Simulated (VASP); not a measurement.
The cell holds one Nb (bcc) (110) slab, with vacuum along c, ions free to move until forces fall under 0.03 eV/Å, no reconstruction beyond this cell, dipole correction on.

Consider the following.

```xyz
4
Lattice="2.8314 0.0000 0.0000 -0.9438 2.6695 0.0000 0.0000 0.0000 24.1085" Properties=species:S:1:pos:R:3 pbc="T T T"
Nb     1.8876     0.6674     8.6931
Nb     0.0000     2.0021    10.8842
Nb     1.8876     0.6674    13.2243
Nb     0.0000     2.0021    15.4153
```

These are PBEsol GGA, VASP's PBE PAW potentials (set 64) (plane waves; VASP) values and carry that method's errors. Settings: 400 eV cut-off, 10×10×1 Γ-centred mesh, first-order Methfessel-Paxton smearing of 0.10 eV, potentials Nb_sv.

Slab and bulk use different k-meshes, so the surface energy is good to a few per cent at best.

surface energy: 2.31 J/m²
work function: 4.59 eV
band gap (on the k-mesh): none (metal, semimetal or under 0.01 eV)

Measured: work function 4.63 eV (computed value off by -0.04 eV), as given by Richard Tran et al., Surface Science (2019), arXiv:1902.07811.

The cell is a thin slab with vacuum, built from Nb (bcc): (110) face.
